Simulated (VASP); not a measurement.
YNb: changing the functional

```
Y Nb
1.0
     3.61141    0.00000    0.00000
     0.00000    3.61141    0.00000
     0.00000    0.00000    3.61141
Y Nb
1 1
Direct
  0.00000 0.00000 0.00000
  0.50000 0.50000 0.50000
```

The cell comes from a database or a generator and needn't be the stable form of this composition.

Kept alike: task band structure; k mesh 7 × 7 × 7; occupations fermi-dirac, width 0.05 eV; no spin polarisation. Program: VASP, PBE PAW files Nb_sv, Y_sv, 520 eV. The mesh is that of the run's cell of 2 atoms. No spin-orbit coupling.

```csv
functional,pressure (GPa)
SCAN,-0.49
TPSS,-1.56
r2SCAN,0.22
```

Pressure is positive in compression; the values hold the error of the finite cutoff, so their zero can differ a little from the energy's minimum. For a metal such a mesh leaves the last digits unconverged. Runs of this series that gave no sound value for these columns are left out. All rows use potentials made for PBE.

The pressure runs from -1.56 (TPSS) to 0.22 GPa (r2SCAN).
